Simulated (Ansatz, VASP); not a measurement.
**Cross-check of TiAl3 between VASP and Ansatz**

Wanted: the spread between two codes on one cell, functional and k mesh. The cell is taken from a series of VASP runs on this material, whose earlier steps may have relaxed, scaled or displaced it; both programs get it as it stands.

Main program and level: Ansatz 0.2.0; plane waves, with VASP 6.6.1 beside it; band structure at r2SCAN with rVV10.

**1. The starting structure**

Symmetry: I4/mmm, No. 139, tetragonal system. Conventional cell: a = 3.813 Å, b = 3.813 Å, c = 8.558 Å, α = 90.00°, β = 90.00°, γ = 90.00°. Nearest to Ti lie 12 Al at 2.70 to 2.87 Å. Al has 4 Ti at 2.70 Å and 8 Al at 2.87 Å nearest. Al has 8 Al at 2.70 to 2.87 Å and 4 Ti at 2.87 Å nearest. Farther neighbours are not listed.

Coordinates:

```cif
data_structure
_symmetry_space_group_name_H-M 'P 1'
_symmetry_Int_Tables_number 1
_cell_length_a 3.8133
_cell_length_b 3.8133
_cell_length_c 5.0576
_cell_angle_alpha 112.147
_cell_angle_beta 67.853
_cell_angle_gamma 90.000
_cell_volume 62.22
loop_
_atom_site_label
_atom_site_type_symbol
_atom_site_fract_x
_atom_site_fract_y
_atom_site_fract_z
_atom_site_occupancy
Ti1 Ti 0.00000 0.00000 0.00000 1
Al2 Al 0.50000 0.50000 0.00000 1
Al3 Al 0.75000 0.75000 0.50000 1
Al4 Al 0.25000 0.25000 0.50000 1
```

**2. VASP: band structure, r2SCAN with rVV10**

With cell and atoms fixed, the geometry can't cause a difference; cores, projectors, grids and the points listed under the comparison can.

Lines of VASP's logs that name or quote its potential files are left out, and so is its time.

Input file INCAR:

```
SYSTEM = TiAl3
PREC = Accurate
ENCUT = 400
EDIFF = 1E-06
NELM = 100
ISMEAR = 1
SIGMA = 0.2
LREAL = .FALSE.
ALGO = Normal
METAGGA = R2SCAN
LUSE_VDW = .TRUE.
IVDW_NL = 2
BPARAM = 11.95
CPARAM = 0.0093
LASPH = .TRUE.
NBANDS = 24
LORBIT = 11
LWAVE = .FALSE.
LCHARG = .FALSE.
KPAR = 4
```

Input file POSCAR:

```
TiAl3
1.0
    0.0000000000     -3.8132887164      0.0000000000
   -3.8132887164      0.0000000000      0.0000000000
    1.9066443582     -1.9066443582     -4.2788394424
Ti Al
1 3
Direct
    0.0000000000      0.0000000000      0.0000000000
    0.5000000000      0.5000000000      0.0000000000
    0.7500000000      0.7500000000      0.5000000000
    0.2500000000      0.2500000000      0.5000000000
```

Input file KPOINTS:

```
Automatic mesh
0
Gamma
7 7 7
0 0 0
```

Input file KPOINTS_OPT:

```
Line mode
16
Line-mode
Reciprocal
  0.00000000   0.00000000   0.00000000 GAMMA
  0.50000000  -0.50000000   0.50000000 X

  0.50000000  -0.50000000   0.50000000 X
  0.59927900  -0.40072100   0.50000000 Y

  0.59927900  -0.40072100   0.50000000 Y
  0.59927900   0.00000000   0.29963950 S

  0.59927900   0.00000000   0.29963950 S
  0.00000000   0.00000000   0.00000000 GAMMA

  0.00000000   0.00000000   0.00000000 GAMMA
  0.00000000   0.00000000  -0.50000000 Z

  0.00000000   0.00000000  -0.50000000 Z
  0.40072100   0.00000000  -0.29963950 S1

  0.40072100   0.00000000  -0.29963950 S1
  0.50000000   0.00000000   0.00000000 N

  0.50000000   0.00000000   0.00000000 N
  0.50000000  -0.50000000   0.25000000 P

  0.50000000  -0.50000000   0.25000000 P
  0.40072100  -0.40072100  -0.09927900 Y1

  0.40072100  -0.40072100  -0.09927900 Y1
  0.00000000   0.00000000  -0.50000000 Z

  0.50000000  -0.50000000   0.50000000 X
  0.50000000  -0.50000000   0.25000000 P
```

Potentials, in the order of the species: Ti_sv and Al (PBE family, release 64).

The run is started by

```
> mpirun -np 4 vasp_std
```

Numbers of over 12 decimals in the logs are rounded to 6 here.

What it wrote:

```text
[banner, memory and clock lines left out]
running    4 mpi-ranks, on    1 nodes
 distrk:  each k-point on    1 cores,    4 groups
 distr:  one band on    1 cores,    1 groups

 POSCAR found type information on POSCAR TiAl
 POSCAR found :  2 types and       4 ions
|                                                                             |
|               ----> ADVICE to this user running VASP <----                  |
|                                                                             |
|     You have switched on vdW-DFT.                                           |
|     This routine was written and supplied by Jiri Klimes. We recommend      |
|     that you carefully read and cite the following publications:            |
|       J. Klimes, D.R. Bowler, A. Michelides                                 |
|          J. Phys.: Cond Matt. 22 022201 (2010)                              |
|       J. Klimes, D.R. Bowler, A. Michelides                                 |
|          Phys. Rev. B. 83, 195131 (2011)                                    |
|     and references therein.                                                 |
|                                                                             |

|                                                                             |
|               ----> ADVICE to this user running VASP <----                  |
|                                                                             |
|     You enforced a specific xc type in the INCAR file but a different       |
|     [... a line on the potential file left out ...]
|     I HOPE YOU KNOW WHAT YOU ARE DOING!                                     |
|                                                                             |

 LDA part: xc-table for (None), standard interpolation
 POSCAR, INCAR and KPOINTS ok, starting setup
 FFT: planning ... GRIDC
 FFT: planning ... GRID_SOFT
 FFT: planning ... GRID
 WAVECAR not read
 entering main loop
       N       E                     dE             d eps       ncg     rms          rms(c)
Total rVV10 correction in eV:      0.4953401    27.5390959
Total rVV10 correction in eV:      0.4953401    27.5390959
Total rVV10 correction in eV:      0.4953401    27.5390959
Total rVV10 correction in eV:      0.4953401    27.5390959
DAV:   1     0.104979854868E+03    0.10498E+03   -0.76767E+03  1920   0.690E+02
DAV:   2    -0.317997855168E+02   -0.13678E+03   -0.13080E+03  2080   0.218E+02
DAV:   3    -0.392927936299E+02   -0.74930E+01   -0.73917E+01  2688   0.501E+01
DAV:   4    -0.395425410921E+02   -0.24975E+00   -0.24944E+00  2288   0.873E+00
DAV:   5    -0.395517926866E+02   -0.92516E-02   -0.92512E-02  2600   0.170E+00    0.131E+01
Total rVV10 correction in eV:      0.4741690    27.5390953
Total rVV10 correction in eV:      0.4741690    27.5390953
Total rVV10 correction in eV:      0.4741690    27.5390953
Total rVV10 correction in eV:      0.4741690    27.5390953
DAV:   6    -0.347670965754E+02    0.47847E+01   -0.10716E+01  2056   0.306E+01    0.583E+00
Total rVV10 correction in eV:      0.4785315    27.5390952
Total rVV10 correction in eV:      0.4785315    27.5390952
Total rVV10 correction in eV:      0.4785315    27.5390952
Total rVV10 correction in eV:      0.4785315    27.5390952
DAV:   7    -0.344691386879E+02    0.29796E+00   -0.31892E+00  2296   0.111E+01    0.340E+00
Total rVV10 correction in eV:      0.4737956    27.5390952
Total rVV10 correction in eV:      0.4737956    27.5390952
Total rVV10 correction in eV:      0.4737956    27.5390952
Total rVV10 correction in eV:      0.4737956    27.5390952
DAV:   8    -0.344481897234E+02    0.20949E-01   -0.46035E-01  2752   0.435E+00    0.120E+00
Total rVV10 correction in eV:      0.4741889    27.5390952
Total rVV10 correction in eV:      0.4741889    27.5390952
Total rVV10 correction in eV:      0.4741889    27.5390952
Total rVV10 correction in eV:      0.4741889    27.5390952
DAV:   9    -0.344280555890E+02    0.20134E-01   -0.72393E-02  2296   0.156E+00    0.336E-01
Total rVV10 correction in eV:      0.4745393    27.5390952
Total rVV10 correction in eV:      0.4745393    27.5390952
Total rVV10 correction in eV:      0.4745393    27.5390952
Total rVV10 correction in eV:      0.4745393    27.5390952
DAV:  10    -0.344281742864E+02   -0.11870E-03   -0.88510E-03  2352   0.661E-01    0.144E-01
Total rVV10 correction in eV:      0.4743784    27.5390952
Total rVV10 correction in eV:      0.4743784    27.5390952
Total rVV10 correction in eV:      0.4743784    27.5390952
Total rVV10 correction in eV:      0.4743784    27.5390952
DAV:  11    -0.344279515450E+02    0.22274E-03   -0.13586E-03  2880   0.244E-01    0.174E-02
Total rVV10 correction in eV:      0.4743417    27.5390952
Total rVV10 correction in eV:      0.4743417    27.5390952
Total rVV10 correction in eV:      0.4743417    27.5390952
Total rVV10 correction in eV:      0.4743417    27.5390952
DAV:  12    -0.344279400536E+02    0.11491E-04   -0.91393E-05  2264   0.652E-02    0.191E-02
Total rVV10 correction in eV:      0.4743317    27.5390952
Total rVV10 correction in eV:      0.4743317    27.5390952
Total rVV10 correction in eV:      0.4743317    27.5390952
Total rVV10 correction in eV:      0.4743317    27.5390952
DAV:  13    -0.344279404235E+02   -0.36989E-06   -0.42854E-06  2312   0.130E-02
Total rVV10 correction in eV:      0.4743722    27.5390952
Total rVV10 correction in eV:      0.4743722    27.5390952
Total rVV10 correction in eV:      0.4743722    27.5390952
Total rVV10 correction in eV:      0.4743722    27.5390952
Total rVV10 correction in eV:      0.4743415    27.5390952
Total rVV10 correction in eV:      0.4743415    27.5390952
Total rVV10 correction in eV:      0.4743415    27.5390952
Total rVV10 correction in eV:      0.4743415    27.5390952
   1 F= -.34427940E+02 E0= -.34428432E+02  d E =0.147504E-02
 Start KPOINTS_OPT (optional k-point list driver)
k-point batch [1-40\176]
       N       E                     dE             ncg
DAV:   1    -0.218698949786E+04   -0.23749E+05     1920
DAV:   2    -0.764631147832E+04   -0.54593E+04     1968
DAV:   3    -0.793898197125E+04   -0.29267E+03     2632
DAV:   4    -0.794753656497E+04   -0.85546E+01     2328
DAV:   5    -0.794780989197E+04   -0.27333E+00     2536
DAV:   6    -0.794782021278E+04   -0.10321E-01     2432
DAV:   7    -0.794782069784E+04   -0.48506E-03     2616
DAV:   8    -0.794782072368E+04   -0.25836E-04     2072
DAV:   9    -0.794782072507E+04   -0.13967E-05     1872
DAV:  10    -0.794782072523E+04   -0.15888E-06     1560
[...]
k-point batch [161-176\176]
       N       E                     dE             ncg
DAV:   1     0.122951974301E+05   -0.11838E+05      776
DAV:   2     0.101496140659E+05   -0.21456E+04      776
DAV:   3     0.100396991307E+05   -0.10991E+03     1064
DAV:   4     0.100363090722E+05   -0.33901E+01      992
DAV:   5     0.100361943184E+05   -0.11475E+00     1000
DAV:   6     0.100361899032E+05   -0.44153E-02     1000
DAV:   7     0.100361896948E+05   -0.20836E-03     1024
DAV:   8     0.100361896844E+05   -0.10436E-04      936
DAV:   9     0.100361896840E+05   -0.33026E-06      776
```

Parts of OUTCAR (step 2):

```text
ion  position               nearest neighbor table
   1  0.000  0.000  0.000-   2 2.70   2 2.70   2 2.70   2 2.70   4 2.87   3 2.87   4 2.87   3 2.87
                             4 2.87   3 2.87   4 2.87   3 2.87
   2  0.500  0.500  0.000-   1 2.70   1 2.70   1 2.70   1 2.70   4 2.87   3 2.87   4 2.87   3 2.87
                             3 2.87   4 2.87   3 2.87   4 2.87
   3  0.750  0.750  0.500-   4 2.70   4 2.70   4 2.70   4 2.70   2 2.87   2 2.87   1 2.87   1 2.87
                             1 2.87   1 2.87   2 2.87   2 2.87
   4  0.250  0.250  0.500-   3 2.70   3 2.70   3 2.70   3 2.70   2 2.87   2 2.87   1 2.87   1 2.87
                             2 2.87   2 2.87   1 2.87   1 2.87

  LATTYP: Found a body centered tetragonal cell.
 ALAT       =     3.8132887164
 C/A-ratio  =     2.2441728181

 Subroutine GETGRP returns: Found 16 space group operations
 (whereof 16 operations were pure point group operations)

The static configuration has the point symmetry D_4h.

 Found     40 irreducible k-points:

   k-points           NKPTS =     40   k-points in BZ     NKDIM =     40   number of bands    NBANDS=     24

   dimension x,y,z NGX =    28 NGY =   28 NGZ =   36
   dimension x,y,z NGXF=    56 NGYF=   56 NGZF=   72

   ENCUT  =  400.0 eV  29.40 Ry    5.42 a.u.   6.22  6.22  8.25*2*pi/ulx,y,z

   NELECT =      21.0000    total number of electrons

 k-points in reciprocal lattice and weights: Automatic mesh
   0.00000000  0.00000000  0.00000000       0.003
   0.14285714  0.00000000  0.00000000       0.023
   0.28571429  0.00000000  0.00000000       0.023
   0.42857143  0.00000000  0.00000000       0.023
   0.14285714  0.14285714  0.00000000       0.012
   0.28571429  0.14285714 -0.00000000       0.047
   0.42857143  0.14285714  0.00000000       0.047
  -0.42857143  0.14285714 -0.00000000       0.047
  -0.28571429  0.14285714  0.00000000       0.047
[...]
0.00000000  0.00000000  0.42857143       0.006
  -0.14285714  0.00000000  0.42857143       0.012

 average (electrostatic) potential at core
       1 -76.6048       2 -74.3237       3 -74.2344       4 -74.2344

 E-fermi :   8.4098

 k-point     1 :       0.0000    0.0000    0.0000
  band No.  band energies     occupation
    ...
      6       5.4143      2.00000
      7       5.4886      2.00000
      8       6.9314      2.00000
      9       7.0929      2.00000
     10       7.0929      2.00000
     11       9.2781     -0.00000
     12      10.1836     -0.00000
     13      10.1836     -0.00000
     14      10.5924     -0.00000
     15      11.3319     -0.00000
    ...

 k-point     2 :       0.1429    0.0000    0.0000
  band No.  band energies     occupation
    ...
      6       4.5848      2.00000
      7       5.9353      2.00000
      8       6.4891      2.00000
      9       6.9014      2.00000
     10       7.2531      2.00000
     11       8.6379     -0.06849
     12       9.7134     -0.00000
     13      10.4698     -0.00000
     14      10.9567     -0.00000
     15      11.8748     -0.00000
    ...

 k-point     3 :       0.2857    0.0000    0.0000
  band No.  band energies     occupation
    ...
      7       4.7808      2.00000
      8       5.9608      2.00000
      9       7.4661      2.00000
     10       7.6486      2.00000
     11       8.2801      1.88113
     12       9.6645     -0.00000
     13      10.6569     -0.00000
     14      11.3174     -0.00000
     15      12.1758     -0.00000
     16      13.2549      0.00000
    ...

  Total        0.0321100      0.0321100      0.0449182      0.0000000      0.0000000      0.0000000
  in kB        0.8268485      0.8268485      1.1566645      0.0000000      0.0000000      0.0000000
  external PRESSURE =       0.9367872 kB  Pullay stress =       0.0000000 kB

  energy-cutoff  :      400.00
  volume of cell :       62.22
      direct lattice vectors                 reciprocal lattice vectors
     0.000000000 -3.813288716  0.000000000     0.000000000 -0.262240831  0.116854116
    -3.813288716  0.000000000  0.000000000    -0.262240831  0.000000000 -0.116854116
     1.906644358 -1.906644358 -4.278839442     0.000000000  0.000000000 -0.233708232

 POSITION                                       TOTAL-FORCE (eV/Angst)
 -----------------------------------------------------------------------------------
      0.00000      0.00000      0.00000        -0.000000      0.000000      0.000000
     -1.90664     -1.90664      0.00000        -0.000000      0.000000      0.000000
     -1.90664     -3.81329     -2.13942        -0.000000      0.000000      0.000000
      0.00000     -1.90664     -2.13942         0.000000     -0.000000      0.000000
 -----------------------------------------------------------------------------------
    total drift:                                0.000000     -0.000000      0.000000

  FREE ENERGIE OF THE ION-ELECTRON SYSTEM (eV)
  ---------------------------------------------------
  free  energy   TOTEN  =       -34.4279404235 eV

  energy  without entropy=      -34.4294154611  energy(sigma->0) =      -34.42843210

 total charge
# of ion       s       p       d       tot
------------------------------------------
    1        2.165   6.128   1.982  10.275
    2        0.444   0.395   0.000   0.839
    3        0.405   0.425   0.000   0.829
    4        0.405   0.425   0.000   0.829
--------------------------------------------------
tot          3.418   7.372   1.982  12.773

[... 3 further parts left out ...]
```

This run has no spin polarisation. Its electron count is odd, so without a moment it is a metal by construction. The cell is typed on its shortest vectors, so the axes of tensors and the coordinates of k-points follow the printed cell and not the standard setting.

[end of part 1 of 2]

[Lines on the potential files, build, host, timing and source positions are cut from VASP's logs without a mark.]

[Logs are printed without paths, hosts, clocks, repeated set-up lines and the standing remarks that a program may print on its own settings, such as how far it seeks lower states.]

[Hosts, paths, dates, database ids (printed as entryN), source tags and the programs' standing remarks are cut or masked in the printed files.]
